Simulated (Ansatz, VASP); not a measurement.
KGeF3: VASP beside Ansatz

Contents of INCAR:

```
ALGO = Normal ; EDIFF = 1E-7
ENCUT = 520 ; GGA = PE
ISIF = 2 ; ISMEAR = -1
LASPH = T ; LCHARG = F
LREAL = F ; LWAVE = F
NBANDS = 30 ; NELM = 60
PREC = Accurate ; SIGMA = 0.02
```

The input KPOINTS:

```
k-points
0
Gamma
  6 6 6
```

Contents of POSCAR:

```
KGeF3
1.0
    4.3217163164      0.0000000000      0.0000000000
    0.0000000000      4.3875292553      0.0000000000
    0.0000000000      0.0000000000      4.3875292553
K Ge F
1 1 3
Direct
    0.0000000000      0.0000000000      0.0000000000
    0.5000000000      0.5000000000      0.5000000000
    0.5000000000      0.5000000000      0.0000000000
    0.5000000000      0.0000000000      0.5000000000
    0.0000000000      0.5000000000      0.5000000000
```

Input for Ansatz:

```yaml
crystal:
  lattice:
    - [4.3217163164, 0.0, 0.0]
    - [0.0, 4.3875292553, 0.0]
    - [0.0, 0.0, 4.3875292553]
  atoms:
    - { symbol: K, position: [0.0, 0.0, 0.0] }
    - { symbol: Ge, position: [0.5, 0.5, 0.5] }
    - { symbol: F, position: [0.5, 0.5, 0.0] }
    - { symbol: F, position: [0.5, 0.0, 0.5] }
    - { symbol: F, position: [0.0, 0.5, 0.5] }
kpoints:
  mp_grid: { grid: [6, 6, 6] }
  band_path:
    path: [[0.0, 0.0, 0.0], [0.0, 0.5, 0.0], [0.5, 0.5, 0.0], [0.5, 0.5, 0.5]]
    npoints: 1
hamiltonian:
  xc: pbe
scf:
  occupations: { method: fermi_dirac, width: 0.02 }
  n_extra_bands: 5
output:
  forces: true
  stress: true
  eigenvalues: true
```

Change from the starting cell: uniaxial_x strain -1.5%.

Alike in both runs: task single point; functional PBE; k mesh 6 × 6 × 6; occupations fermi-dirac, width 0.02 eV; no spin polarisation.

|  | VASP | Ansatz |
| --- | --- | --- |
| version | VASP 6.6.1 | Ansatz 0.2.0 |
| potentials or method | VASP PAW PBE potentials, release 64 (K_sv, Ge_d, F) | plane waves, PAW |
| plane-wave cutoff (eV) | 520 | 420 |
| valence electrons in the cell | 44 | 44 |

|  | VASP | Ansatz | Ansatz less VASP |
| --- | --- | --- | --- |
| gap on the k mesh at the Fermi level (eV) | 1.66 | 1.67 | +0.012 |
| pressure (GPa) | 3.3 | 3.4 | +0.08 |
| largest component of the traceless stress (GPa) | 0.85 | 0.83 | -0.020 |

A k mesh can miss the band edges.
